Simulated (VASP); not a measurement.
Input:

```
CELL_PARAMETERS angstrom
      0.00000     3.02285     3.02285
      3.02285     0.00000     3.02285
      3.02285     3.02285     0.00000
ATOMIC_POSITIONS crystal
  Ca 0.00000 0.00000 0.00000
  Se 0.50000 0.50000 0.50000
```

All values below come from RPBE GGA, VASP's PBE PAW potentials (set 64) (plane waves; VASP). Settings: 520 eV cut-off, Gaussian smearing of 0.050 eV, potentials Ca_sv Se.

**Question.** Give the energies of bands 6 to 11 at the high-symmetry points, in eV from the valence-band maximum.

**Answer.** 
| band | Γ | X | U | L | W |
|---|---|---|---|---|---|
| 6 | 0.00 | -2.32 | -2.07 | -2.99 | -1.81 |
| 7 | 0.00 | -0.86 | -1.86 | -1.05 | -1.81 |
| 8 | 0.00 | -0.86 | -1.00 | -1.05 | -1.51 |
| 9 | 3.18 | 2.27 | 3.40 | 4.53 | 4.42 |
| 10 | 3.81 | 4.92 | 5.52 | 5.38 | 4.42 |
| 11 | 3.81 | 4.96 | 5.60 | 5.42 | 5.14 |

The gap is indirect, 2.27 eV, from the valence maximum at Γ to the conduction minimum at X.

Measured: gap 3.85 eV (computed value off by -1.58 eV), as given by Abedi et al., (2022), arXiv:2211.14644.

The compound is CaSe in the rock salt structure. It was relaxed first, which changed the volume by +7 %.
